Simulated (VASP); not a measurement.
A run of VASP 6.6.1 is set up as follows.

INCAR

```
  PREC = Accurate
  ENCUT = 520
  EDIFF = 1E-7
  ISMEAR = 0
  SIGMA = 0.01
  LREAL = False
  LASPH = True
  NELM = 100
  ALGO = Normal
  ISIF = 2
  LWAVE = False
  LCHARG = True
  GGA = PE
  LELF = True
  LVHAR = True
  LVACPOTAV = True
  NBANDS = 29
```

Contents of KPOINTS:

```
regular mesh
0
Gamma
  1 1 1
```

The input POSCAR:

```
GeBr2F2
1.0
   12.0000000000      0.0000000000      0.0000000000
    0.0000000000     13.0000000000      0.0000000000
    0.0000000000      0.0000000000     12.0000000000
F Ge Br
2 1 2
Direct
    0.6110125000      0.3847038500      0.5360791700
    0.4456958300      0.5018346200      0.6249791700
    0.5132541700      0.4752884600      0.5029291700
    0.3911541700      0.4075192300      0.3806875000
    0.5997208300      0.6185269200      0.4422291700
```

Potentials or basis: VASP PAW PBE potentials, release 64 (F, Ge_d, Br).

Launch:

```bash
$ cat potpaw_PBE.64/F/POTCAR potpaw_PBE.64/Ge_d/POTCAR potpaw_PBE.64/Br/POTCAR > POTCAR
$ mpirun -np 1 vasp_gam > vasp.out
```

Estimate the gap between the frontier levels.

4.37 eV.

Predict the largest force.

0.837 eV/Å.

Forces on the atoms (eV/Å):
```
F    0.569 -0.576  0.211
F   -0.383  0.158  0.724
Ge  -0.121  0.268 -0.600
Br  -0.242 -0.155 -0.229
Br   0.177  0.305 -0.105
```

PBE gaps usually lie below the measured ones, often by a third to a half.
